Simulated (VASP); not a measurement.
Method: revTPSS meta-GGA, VASP's PBE PAW potentials (set 64) (plane waves; VASP 6.6.1).

The input files of a VASP run:

**POSCAR**
```
Er
1
    1.7670498719    -3.0606197298     0.0000000000
    1.7670498719     3.0606197298    -0.0000000000
   -0.0000000000    -0.0000000000     5.4526683245
Er
2
Direct
  0.3333330000   0.6666670000   0.2500000000
  0.6666670000   0.3333330000   0.7500000000
```

**INCAR**
```
# general
SYSTEM  = Er
PREC    = Accurate
ENCUT   = 520
LREAL   = .FALSE.
LASPH   = .TRUE.

# electronic loop
EDIFF   = 1E-6
NELM    = 100
ALGO    = Normal
LMAXMIX = 6
LMIXTAU = .TRUE.

# smearing
ISMEAR  = 1
SIGMA   = 0.1

# functional
METAGGA = RTPSS

# ions
IBRION  = 2
NSW     = 60
ISIF    = 3
EDIFFG  = -0.01

# output
LWAVE   = .FALSE.
LCHARG  = .FALSE.
```

**KPOINTS**
```
Automatic mesh
0
Gamma
11 11 6
0 0 0
```

POTCAR, in this order: Er_3 (PBE.64 set). Program: vasp_std.

The run wrote:

**OSZICAR**
```
       N       E                     dE             d eps       ncg     rms          rms(c)
DAV:   1     0.205187804384E+03    0.20519E+03   -0.92576E+03  2023   0.172E+03
DAV:   2     0.747398077863E+02   -0.13045E+03   -0.12817E+03  2614   0.846E+02
DAV:   3     0.675150061301E+02   -0.72248E+01   -0.69899E+01  2868   0.158E+02
DAV:   4     0.669911119472E+02   -0.52389E+00   -0.49658E+00  3201   0.224E+01
DAV:   5     0.669377296846E+02   -0.53382E-01   -0.41778E-01  3111   0.502E+00    0.289E+01
DAV:   6     0.587941260277E+02   -0.81436E+01   -0.32976E+01  1664   0.584E+02    0.175E+01
DAV:   7     0.590190004319E+02    0.22487E+00   -0.22162E+00  3296   0.544E+01    0.241E+00
DAV:   8     0.585085554116E+02   -0.51045E+00   -0.64970E-01  2220   0.112E+01    0.151E+00
DAV:   9     0.593281352510E+02    0.81958E+00   -0.17984E+02  1664   0.382E+03    0.577E-01
DAV:  10     0.585134049007E+02   -0.81473E+00   -0.61961E-01  2419   0.108E+01    0.289E-01
DAV:  11     0.585035508085E+02   -0.98541E-02   -0.61926E-03  2752   0.992E-01    0.118E-01
DAV:  12     0.585022016499E+02   -0.13492E-02   -0.20606E-04  2557   0.245E-01    0.879E-02
DAV:  13     0.584999200072E+02   -0.22816E-02   -0.66244E-04  2781   0.360E-01    0.159E-02
DAV:  14     0.584998120248E+02   -0.10798E-03   -0.78852E-05  2746   0.155E-01    0.238E-02
DAV:  15     0.584997378905E+02   -0.74134E-04   -0.13393E-05  2756   0.626E-02    0.784E-03
DAV:  16     0.584997365737E+02   -0.13168E-05   -0.56983E-07  1522   0.151E-02    0.139E-03
DAV:  17     0.584997349673E+02   -0.16064E-05   -0.16710E-07  1352   0.156E-02    0.292E-03
DAV:  18     0.584997345992E+02   -0.36803E-06   -0.21921E-07  1217   0.814E-03
   1 F= 0.58499735E+02 E0= 0.58498504E+02  d E =0.584997E+02
```

**OUTCAR**
```
------------------------ aborting loop because EDIFF is reached ----------------------------------------
  FORCE on cell =-STRESS in cart. coord.  units (eV):
  Direction    XX          YY          ZZ          XY          YZ          ZX
  --------------------------------------------------------------------------------------
  Total        0.0039884      0.0039884     -0.0025484      0.0000000     -0.0000000      0.0000000
  in kB        0.1083455      0.1083455     -0.0692277      0.0000000     -0.0000000      0.0000000
  external PRESSURE =       0.0491544 kB  Pullay stress =       0.0000000 kB
  volume of cell :       58.98
      direct lattice vectors                 reciprocal lattice vectors
     1.767049872 -3.060619730  0.000000000     0.282957492 -0.163365607  0.000000000
     1.767049872  3.060619730  0.000000000     0.282957492  0.163365607  0.000000000
     0.000000000  0.000000000  5.452668325     0.000000000  0.000000000  0.183396447
 POSITION                                       TOTAL-FORCE (eV/Angst)
 -----------------------------------------------------------------------------------
      1.76705      1.02021      1.36317        -0.000000      0.000000      0.000000
      1.76705     -1.02021      4.08950         0.000000     -0.000000      0.000000
 -----------------------------------------------------------------------------------
    total drift:                                0.000000      0.000087     -0.000011
  FREE ENERGIE OF THE ION-ELECTRON SYSTEM (eV)
  ---------------------------------------------------
  free  energy   TOTEN  =        58.4997345992 eV

  energy  without entropy=       58.4960420201  energy(sigma->0) =       58.49850374

 reached required accuracy - stopping structural energy minimisation
```
(Selected blocks of OUTCAR.)

The 4f electrons are frozen in the core of the lanthanide potential, so 4f levels, which can set the real gap, and their magnetism are missing.

The compound is Er in the hcp structure. It was relaxed first. The start is the result of an earlier pass.
